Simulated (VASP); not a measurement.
```yaml
crystal:
  lattice:
    - [0.00000, 3.28212, 3.28212]
    - [3.28212, 0.00000, 3.28212]
    - [3.28212, 3.28212, 0.00000]
  atoms:
    - { symbol: Cd, position: [0.00000, 0.00000, 0.00000] }
    - { symbol: Te, position: [0.25000, 0.25000, 0.25000] }
```

All values below come from revPBE GGA, VASP's PBE PAW potentials (set 64) (plane waves; VASP). Numerical set-up: 300 eV cut-off, 6×6×6 Γ-centred mesh, Fermi-Dirac smearing of 0.050 eV, potentials Cd Te.

At this cut-off the stress carries a Pulay error, which pulls relaxed volumes low. Unless said otherwise, spin-orbit coupling is left out, though it shifts the bands of the heavy elements here.

What does the run give for the energy per atom (σ→0), pressure, band gap (on the k-mesh) with the smallest direct gap where there is one?

* **band gap (on the k-mesh)**: 0.76 eV
* **smallest direct gap (on the k-mesh)**: 0.76 eV
* **energy per atom (σ→0)**: -203.8 kJ/mol-atom
* **pressure**: 2.18 GPa

The absolute energy has meaning only against runs of the same code, potentials and settings.

The structure comes from a computed database's CdTe entry; how it stands against other phases isn't given here. The cell was not relaxed at this level.
